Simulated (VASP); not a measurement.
# CdSi4Ge59 (a cell with a defect) in VASP: electric field gradients with r2SCAN

Aim: the electric field gradients of CdSi4Ge59 (a cell with a defect) with r2SCAN.

Everything below comes from runs of VASP 6.6.1. Logs are shortened: lines on timing, memory, paths and dates and some standing lists are left out, and cuts for length are marked.

**1. Starting point**

The cell holds a defect, 64 atoms: a = 11.380 Å, b = 11.380 Å, c = 11.380 Å, α = 90.00°, β = 90.00°, γ = 90.00°.

The cell was built by a generator and needn't be a form met in nature.

**2. Electric field gradients, r2SCAN**

File INCAR:

```
PREC = Accurate ; ENCUT = 360
EDIFF = 1E-8 ; ISMEAR = 0
SIGMA = 0.02 ; LREAL = F
LASPH = T ; NELM = 100
ALGO = Normal ; ISIF = 2
LWAVE = F ; LCHARG = F
METAGGA = R2SCAN ; LMIXTAU = T
LEFG = T ; NELECT = 266
```

File KPOINTS:

```
Automatic mesh
0
Gamma
  2 2 2
```

File POSCAR:

```
CdSi4Ge59                               
1.0
   11.3800000000      0.0000000000      0.0000000000
    0.0000000000     11.3800000000      0.0000000000
    0.0000000000      0.0000000000     11.3800000000
  Cd              Ge              Si            
     1    59     4
Direct
     0.0000452229747863    0.9999517748362526    0.0002025897714000
     0.0055963573115965    0.2483444088778698    0.2487798391873669
     0.2486335715289600    0.0053899121728361    0.2485890415559390
     0.2485034016770613    0.2484018098734199    0.0054614907719845
     0.1241772066679317    0.3756971496967373    0.3757340687570811
     0.3755318369958874    0.1242584235147376    0.3757007794088802
     0.3755664522640186    0.3756605813313740    0.1239879877126953
     0.9999672322734041    0.0000428095061975    0.5001361823185515
     0.9946060625017034    0.2485473310169240    0.7516443192183787
     0.2484692189573186    0.9946370293498227    0.7514968288516146
     0.2493061623639910    0.2494213059911660    0.5008760265367938
     0.1239949399413685    0.1241479115444337    0.6277637098767536
     0.1241863233604792    0.3723101283338600    0.8759835271514089
     0.3723263350446330    0.1239208562372047    0.8760598522110901
     0.3748022181535090    0.3745917766528316    0.6256311725486285
     0.0001667456437984    0.4999239535957332    0.0000607431965578
     0.9945684222051649    0.7516348335156603    0.2485037603279033
     0.2491897472980776    0.5006754798311454    0.2491603021343742
     0.2486251552754788    0.7515472396795575    0.9945605130117650
     0.1240313514343317    0.6278393597515081    0.1239945916947984
     0.1240254393011801    0.8760612556876443    0.3723559667490153
     0.3746808176256142    0.6253506232281775    0.3744360191064811
     0.3724343236262692    0.8758882369174963    0.1241172479739662
     0.0001402323157558    0.5001651584576391    0.5001010416315416
     0.0056428397501039    0.7515211888919542    0.7515057250166788
     0.2494330950417466    0.4994058104731525    0.7508168686432710
     0.2494736602727085    0.7508468449909940    0.4992008674323218
     0.1244043999175518    0.6245319857093149    0.6243866279986074
     0.3757826344784293    0.6244704962709167    0.8759172856875724
     0.3756451209896502    0.8760297742051131    0.6244095423986586
     0.5000509442207526    0.9999324892132019    0.0000937766449653
     0.5005550950013872    0.2493690993599660    0.2492829390669091
     0.7513482866921960    0.9945808747954719    0.2485890183735969
     0.7517051179347162    0.2484305077782687    0.9948398891460655
     0.6276051170323734    0.1240872500822290    0.1241374437411417
     0.6255047998855185    0.3746030001517499    0.3745431044158651
     0.8759058638169184    0.1239584754520945    0.3723988579246397
     0.8762906511443455    0.3721857300397499    0.1242153775250361
     0.5000181033275023    0.0001460418483437    0.5000284886492316
     0.4994758753993967    0.2491623951554384    0.7509776248475456
     0.7515475405141773    0.0054414204092192    0.7516157953451525
     0.7508234802392546    0.2493186590403683    0.4994036762267058
     0.6245069350991592    0.1241396154570266    0.6244654042615673
     0.6246768609300886    0.3755045057745441    0.8760163770401352
     0.8760391635247003    0.3756685996534456    0.6244336870748044
     0.5001730221201188    0.4999715631249375    0.9999636308321815
     0.4995734812714416    0.7505707756428617    0.2491307620355316
     0.7510067256177957    0.4992685816038936    0.2492974990606080
     0.7517148090760618    0.7514293922609280    0.0053043095103971
     0.6247244821873489    0.6242724091947983    0.1239977292931930
     0.6243084350698612    0.8758749934313071    0.3756335680449770
     0.8760036620359268    0.6244963512881039    0.3756403448691578
     0.5001094674235590    0.5000386255462478    0.5000367276703641
     0.5007469539278551    0.7508548945029900    0.7507203205754474
     0.7508441763797600    0.5006806262212100    0.7507400168188568
     0.7508252135646284    0.7508616722499366    0.5006506499577705
     0.6255444764820561    0.6255285810358205    0.6254269399546130
     0.6277741463300933    0.8759545333567682    0.8760351585217289
     0.8762201748748637    0.6276032845698198    0.8758981199636188
     0.8760183899936186    0.8759510659922590    0.6278132695648173
     0.1268779376644515    0.1267171262676586    0.1269332416813211
     0.1268269146918913    0.8732865430798542    0.8733024201203908
     0.8733137039580940    0.1267174949152613    0.8733370506005123
     0.8730780153755645    0.8732727013625785    0.1268516617590980
```

Potentials or basis: VASP PAW PBE potentials, release 64 (Cd, Ge, Si).

The run is started by

```
cat potpaw_PBE.64/Cd/POTCAR potpaw_PBE.64/Ge/POTCAR potpaw_PBE.64/Si/POTCAR > POTCAR
mpirun -np 4 vasp_std > vasp.out
```

OUTCAR:

```text
PREC = Accurate
   ENCUT = 360
   EDIFF = 1E-8
   ISMEAR = 0
   LREAL = F
   LASPH = T
   NELM = 100
   ISIF = 2
   METAGGA = R2SCAN
   NELECT = 266

 ion  position               nearest neighbor table
   1  0.000  1.000  0.000-  64 2.50  61 2.50  62 2.50  63 2.50
   2  0.006  0.248  0.249-  61 2.40   5 2.45  38 2.48  37 2.48
   3  0.249  0.005  0.249-  61 2.40   6 2.45  21 2.48  23 2.48
   4  0.249  0.248  0.005-  61 2.40   7 2.45  14 2.48  13 2.48
   5  0.124  0.376  0.376-  24 2.45   2 2.45  11 2.47  18 2.47
   6  0.376  0.124  0.376-  39 2.45   3 2.45  32 2.47  11 2.47
[... 56 lines left out ...]
  63  0.873  0.127  0.873-  41 2.40   9 2.40  34 2.40   1 2.50
  64  0.873  0.873  0.127-  49 2.40  33 2.40  17 2.40   1 2.50

  LATTYP: Found a simple cubic cell.
 ALAT       =    11.3800000000

  Lattice vectors:

 A1 = (  11.3800000000,   0.0000000000,   0.0000000000)
 A2 = (   0.0000000000,  11.3800000000,   0.0000000000)
 A3 = (   0.0000000000,   0.0000000000,  11.3800000000)

Analysis of symmetry for initial positions (statically):
=====================================================================
 Subroutine PRICEL returns:
 Original cell was already a primitive cell.

 Routine SETGRP: Setting up the symmetry group for a
 simple cubic supercell.

 Subroutine GETGRP returns: Found  1 space group operations
 (whereof  1 operations were pure point group operations)
 out of a pool of 48 trial point group operations.

The static configuration has the point symmetry C_1 .

Analysis of symmetry for dynamics (positions and initial velocities):
=====================================================================
 Subroutine PRICEL returns:
 Original cell was already a primitive cell.

 Routine SETGRP: Setting up the symmetry group for a
 simple cubic supercell.

 Subroutine GETGRP returns: Found  1 space group operations
 (whereof  1 operations were pure point group operations)
 out of a pool of 48 trial point group operations.

The dynamic configuration has the point symmetry C_1 .

 Subroutine INISYM returns: Found  1 space group operations
 (whereof  1 operations are pure point group operations),
 and found     1 'primitive' translations

----------------------------------------------------------------------------------------

                                     Primitive cell

  volume of cell :    1473.7601

  direct lattice vectors                    reciprocal lattice vectors
    11.380000000  0.000000000  0.000000000     0.087873462  0.000000000  0.000000000
     0.000000000 11.380000000  0.000000000     0.000000000  0.087873462  0.000000000
     0.000000000  0.000000000 11.380000000     0.000000000  0.000000000  0.087873462

  length of vectors
    11.380000000 11.380000000 11.380000000     0.087873462  0.087873462  0.087873462

  position of ions in fractional coordinates (direct lattice)
     0.000045223  0.999951775  0.000202590
     0.005596357  0.248344409  0.248779839
     0.248633572  0.005389912  0.248589042
     0.248503402  0.248401810  0.005461491
     0.124177207  0.375697150  0.375734069
     0.375531837  0.124258424  0.375700779
[... 56 lines left out ...]
     0.873313704  0.126717495  0.873337051
     0.873078015  0.873272701  0.126851662

  ion indices of the primitive-cell ions
[... 146 lines left out ...]
   LHFCALC =     F    Hartree Fock is set to
   AEXX    =    0.0000 exact exchange contribution
   IVDW    =     0    specifies the selected vdW correction
   LEPSILON=     F    determine dielectric tensor
   LRPA    =     F    only Hartree local field effects (RPA)
 non-spin polarized calculation
 Gauss-broadening in eV      SIGMA  =   0.02
  energy-cutoff  :      360.00
  volume of cell :     1473.76
 maximum number of plane-waves:     22896
   NGX = 35   NGY = 35   NGZ = 35

 number of electron     265.9999994 magnetization

 Free energy of the ion-electron system (eV)
  ---------------------------------------------------
  ext. energy  EPLUGINS =         0.00000000
  ---------------------------------------------------
  free energy    TOTEN  =      -863.86575558 eV

  energy without entropy =     -863.86575557  energy(sigma->0) =     -863.86575558

 E-fermi :   3.7275     XC(G=0):  -9.5124

 val. band max:        3.6548122095   @ k =   0.0000   0.0000   0.0000
 cond. band min:       3.7980491855   @ k =   0.0000   0.0000   0.0000
 fundamental gap:      0.1432369760
 Fermi energy:         3.7275388797

 k-point     1 :       0.0000    0.0000    0.0000
  band No.  band energies     occupation
      1      -9.6702      2.00000
      2      -8.6934      2.00000
      3      -8.6931      2.00000
      4      -8.6344      2.00000
      5      -8.6341      2.00000
      6      -8.6334      2.00000
[... 1173 lines left out ...]
    144       5.0098      0.00000
    145       5.0261      0.00000
 [bands above 145 left out]

------------------------ aborting loop because EDIFF is reached ----------------------------------------

  FORCE on cell =-STRESS in cart. coord.  units (eV):
  Direction    XX          YY          ZZ          XY          YZ          ZX
  --------------------------------------------------------------------------------------
  -------------------------------------------------------------------------------------
  Total       11.4359305     11.4261765     11.4332265      0.0193062      0.0085032     -0.0051976
  in kB       12.4324094     12.4218055     12.4294697      0.0209885      0.0092441     -0.0056505
  external PRESSURE =      12.4278949 kB  Pullay stress =       0.0000000 kB

 VOLUME and BASIS-vectors are now :
 -----------------------------------------------------------------------------
  energy-cutoff  :      360.00
  volume of cell :     1473.76
      direct lattice vectors                 reciprocal lattice vectors
    11.380000000  0.000000000  0.000000000     0.087873462  0.000000000  0.000000000
     0.000000000 11.380000000  0.000000000     0.000000000  0.087873462  0.000000000
     0.000000000  0.000000000 11.380000000     0.000000000  0.000000000  0.087873462

 POSITION                                       TOTAL-FORCE (eV/Angst)
 -----------------------------------------------------------------------------------
      0.00051     11.37945      0.00231         0.000404      0.001347     -0.002620
      0.06369      2.82616      2.83111        -0.001845      0.001117     -0.006579
      2.82945      0.06134      2.82894        -0.004082     -0.000726     -0.003314
      2.82797      2.82681      0.06215        -0.000751     -0.000597     -0.001427
      1.41314      4.27543      4.27585         0.000034     -0.004696     -0.003659
      4.27355      1.41406      4.27547         0.001471     -0.002410     -0.001396
[... 56 lines left out ...]
      9.93831      1.44205      9.93858         0.000235      0.004018      0.001660
      9.93563      9.93784      1.44357         0.004594     -0.000862      0.000179
 -----------------------------------------------------------------------------------
    total drift:                                0.000033      0.000101     -0.000331

  FREE ENERGIE OF THE ION-ELECTRON SYSTEM (eV)
  ---------------------------------------------------
  free  energy   TOTEN  =      -863.8657555827 eV

  energy  without entropy=     -863.8657555712  energy(sigma->0) =     -863.86575558

 Electric field gradients (V/A^2)
---------------------------------------------------------------------
 ion       V_xx      V_yy      V_zz      V_xy      V_xz      V_yz
---------------------------------------------------------------------
   1      -0.153     0.190    -0.038    -0.337     0.159     0.047
   2      -1.358     0.678     0.680    22.439    22.826   -28.148
   3       0.706    -1.350     0.644    22.528   -28.138    22.759
   4       0.746     0.677    -1.422   -27.995    22.685    22.659
   5       1.137    -0.606    -0.531    -4.645    -4.699   -14.975
   6      -0.501     1.046    -0.545    -4.768   -14.766    -4.999
[... 56 lines left out ...]
  63      -0.047    -0.009     0.056    21.983   -21.990    21.877
  64      -0.013    -0.032     0.045   -22.000    21.973    21.879
---------------------------------------------------------------------

 Electric field gradients after diagonalization (V/A^2)
 (convention: |V_zz| > |V_xx| > |V_yy|)
----------------------------------------------------------------------
 ion       V_xx      V_yy      V_zz     asymmetry (V_yy - V_xx)/ V_zz
----------------------------------------------------------------------
   1       0.401     0.024    -0.426       0.886
   2      28.834    20.148   -48.981       0.177
   3      28.815    20.174   -48.988       0.176
   4      28.706    20.219   -48.925       0.173
   5      14.407     3.437   -17.843       0.615
   6      14.245     3.572   -17.818       0.599
[... 56 lines left out ...]
  63      22.005    21.895   -43.900       0.002
  64      22.016    21.885   -43.901       0.003
----------------------------------------------------------------------

           NMR quadrupolar parameters

 Cq : quadrupolar parameter    Cq=e*Q*V_zz/h
 eta: asymmetry parameters     (V_yy - V_xx)/ V_zz
 Q  : nuclear electric quadrupole moment in mb (millibarn)
----------------------------------------------------------------------
 ion       Cq(MHz)       eta       Q (mb)
----------------------------------------------------------------------
   1      -0.001       0.886       1.000
   2      -0.118       0.177       1.000
   3      -0.118       0.176       1.000
   4      -0.118       0.173       1.000
   5      -0.043       0.615       1.000
   6      -0.043       0.599       1.000
[... 56 lines left out ...]
  63      -0.106       0.002       1.000
  64      -0.106       0.003       1.000
----------------------------------------------------------------------
```

Run time: 34 min. Hardware: 4 MPI ranks of AMD EPYC 9R45 (Zen 5), shared host; peak memory 0.49 GiB.

Results:

| Item | Value |
| --- | --- |
| Free energy | -863.8658 eV |
| Largest force | 0.009 eV/Å |
| Band gap on the k mesh | 0.14 eV, direct |

Forces on the atoms (eV/Å):
```
Cd   0.000  0.001 -0.003
Ge  -0.002  0.001 -0.007
Ge  -0.004 -0.001 -0.003
Ge  -0.001 -0.001 -0.001
Ge   0.000 -0.005 -0.004
Ge   0.001 -0.002 -0.001
Ge   0.000 -0.003  0.003
Ge   0.004 -0.002 -0.003
Ge  -0.001 -0.003  0.001
Ge  -0.003 -0.001  0.005
Ge   0.003  0.000 -0.002
Ge   0.002 -0.002 -0.001
Ge  -0.001  0.001  0.002
Ge   0.002  0.001  0.000
Ge  -0.001 -0.001 -0.002
Ge  -0.003  0.003 -0.001
Ge   0.003  0.002 -0.004
Ge   0.005  0.003  0.004
Ge  -0.004  0.003  0.002
Ge   0.001 -0.003  0.002
Ge   0.001  0.000  0.003
Ge  -0.001  0.002  0.003
Ge   0.000  0.001  0.000
Ge  -0.001 -0.001 -0.001
Ge  -0.004  0.002  0.003
Ge   0.000 -0.001 -0.002
Ge  -0.002 -0.004  0.001
Ge  -0.002  0.000  0.002
Ge  -0.002  0.001  0.001
Ge  -0.002 -0.002  0.002
Ge   0.001  0.002 -0.002
Ge   0.004  0.002  0.001
Ge   0.006  0.002 -0.005
Ge   0.001 -0.003 -0.005
Ge   0.001 -0.001 -0.001
Ge   0.000 -0.001  0.004
Ge   0.002  0.000  0.001
Ge  -0.003  0.002 -0.002
Ge   0.001 -0.002 -0.001
Ge   0.001  0.004 -0.006
Ge   0.005 -0.002  0.000
Ge  -0.003  0.003 -0.002
Ge   0.002 -0.001  0.003
Ge  -0.001  0.000  0.000
Ge  -0.001 -0.003  0.002
Ge  -0.001 -0.001  0.000
Ge  -0.004  0.000  0.005
Ge  -0.005  0.002  0.001
Ge   0.001  0.004  0.001
Ge  -0.001  0.003  0.003
Ge   0.004  0.002  0.000
Ge   0.000  0.000 -0.001
Ge   0.000 -0.001 -0.001
Ge   0.000 -0.002 -0.002
Ge  -0.003  0.000 -0.001
Ge  -0.002 -0.005  0.002
Ge  -0.001 -0.002  0.001
Ge  -0.001  0.001  0.000
Ge  -0.002  0.000  0.004
Ge   0.002  0.003  0.000
Si   0.000  0.000 -0.002
Si   0.003  0.000  0.000
Si   0.000  0.004  0.002
Si   0.005 -0.001  0.000
```

Levels at points of the mesh, in eV from the valence-band top:
| k point | band 131 | band 132 | band 133 | band 134 | band 135 | band 136 |
| --- | --- | --- | --- | --- | --- | --- |
| (0.00, 0.00, 0.00) | 0.00 | 0.00 | 0.00 | 0.14 | 0.24 | 0.24 |
| (0.50, 0.00, 0.00) | -1.08 | -0.55 | -0.55 | 0.59 | 0.64 | 1.36 |
| (0.00, 0.50, 0.00) | -1.08 | -0.55 | -0.55 | 0.59 | 0.64 | 1.36 |
| (0.00, 0.00, 0.50) | -1.08 | -0.55 | -0.55 | 0.59 | 0.64 | 1.36 |
| (0.50, 0.50, 0.00) | -0.60 | -0.25 | -0.25 | 1.17 | 1.17 | 1.21 |
| (0.00, 0.50, 0.50) | -0.60 | -0.25 | -0.25 | 1.17 | 1.17 | 1.21 |
| (0.50, 0.00, 0.50) | -0.60 | -0.25 | -0.25 | 1.17 | 1.17 | 1.21 |
| (0.50, 0.50, 0.50) | -0.35 | -0.35 | -0.35 | 0.68 | 0.68 | 0.68 |

Electric field gradients, principal values (V/Å²):
| atom | Vxx | Vyy | Vzz |
| --- | --- | --- | --- |
| 1 Cd | 0.024 | 0.401 | -0.426 |
| 2 Ge | 20.148 | 28.834 | -48.981 |
| 3 Ge | 20.174 | 28.815 | -48.988 |
| 4 Ge | 20.219 | 28.706 | -48.925 |
| 5 Ge | 3.437 | 14.407 | -17.843 |
| 6 Ge | 3.572 | 14.245 | -17.818 |
| 7 Ge | 3.587 | 14.535 | -18.122 |
| 8 Ge | 1.217 | 1.487 | -2.704 |
| 9 Ge | 20.219 | 28.660 | -48.879 |
| 10 Ge | 20.231 | 28.724 | -48.955 |
| 11 Ge | 0.095 | 0.739 | -0.834 |
| 12 Ge | -2.869 | -5.806 | 8.675 |
| 13 Ge | -2.951 | -5.756 | 8.707 |
| 14 Ge | -3.039 | -5.848 | 8.887 |
| 15 Ge | -3.279 | -3.665 | 6.943 |
| 16 Ge | 1.273 | 1.437 | -2.710 |
| 17 Ge | 20.151 | 28.897 | -49.048 |
| 18 Ge | 0.513 | 0.578 | -1.091 |
| 19 Ge | 20.156 | 28.823 | -48.980 |
| 20 Ge | -3.050 | -5.791 | 8.841 |
| 21 Ge | -2.942 | -5.791 | 8.733 |
| 22 Ge | -3.227 | -3.703 | 6.930 |
| 23 Ge | -2.924 | -5.573 | 8.497 |
| 24 Ge | -0.928 | -1.137 | 2.065 |
| 25 Ge | 20.116 | 29.002 | -49.118 |
| 26 Ge | 0.102 | 0.519 | -0.622 |
| 27 Ge | 0.167 | 0.777 | -0.944 |
| 28 Ge | 3.563 | 14.205 | -17.769 |
| 29 Ge | 3.531 | 14.270 | -17.801 |
| 30 Ge | 3.459 | 14.538 | -17.997 |
| 31 Ge | 1.228 | 1.433 | -2.661 |
| 32 Ge | 0.286 | 0.436 | -0.722 |
| 33 Ge | 19.863 | 28.904 | -48.767 |
| 34 Ge | 20.360 | 28.547 | -48.906 |
| 35 Ge | -2.882 | -5.569 | 8.451 |
| 36 Ge | -3.334 | -3.489 | 6.824 |
| 37 Ge | -2.893 | -5.587 | 8.480 |
| 38 Ge | -2.856 | -5.915 | 8.771 |
| 39 Ge | -0.929 | -1.175 | 2.104 |
| 40 Ge | 0.462 | 0.598 | -1.059 |
| 41 Ge | 20.145 | 28.786 | -48.931 |
| 42 Ge | 0.293 | 0.595 | -0.888 |
| 43 Ge | 3.553 | 14.256 | -17.809 |
| 44 Ge | 3.605 | 14.481 | -18.087 |
| 45 Ge | 3.527 | 14.368 | -17.895 |
| 46 Ge | -0.969 | -1.170 | 2.139 |
| 47 Ge | 0.177 | 0.608 | -0.786 |
| 48 Ge | 0.349 | 0.722 | -1.071 |
| 49 Ge | 20.208 | 28.667 | -48.876 |
| 50 Ge | 3.528 | 14.655 | -18.184 |
| 51 Ge | 3.524 | 14.387 | -17.911 |
| 52 Ge | 3.608 | 14.412 | -18.020 |
| 53 Ge | 0.000 | 0.105 | -0.106 |
| 54 Ge | 0.315 | 0.613 | -0.927 |
| 55 Ge | 0.285 | 0.592 | -0.877 |
| 56 Ge | 0.359 | 0.512 | -0.871 |
| 57 Ge | -3.279 | -3.621 | 6.900 |
| 58 Ge | -2.879 | -5.717 | 8.596 |
| 59 Ge | -2.892 | -5.585 | 8.476 |
| 60 Ge | -2.884 | -5.733 | 8.617 |
| 61 Si | 21.876 | 22.006 | -43.882 |
| 62 Si | 21.930 | 21.954 | -43.883 |
| 63 Si | 21.895 | 22.005 | -43.900 |
| 64 Si | 21.885 | 22.016 | -43.901 |

Caveat: the cell carries a net charge on a neutralising background, which shifts energy and pressure; the cell is charged against a uniform background, so pressure and absolute levels hang on convention; the PAW data sets were made with another functional, which shifts forces and pressure a little. r2SCAN opens gaps a little over a GGA but as a rule still falls short of measured ones.
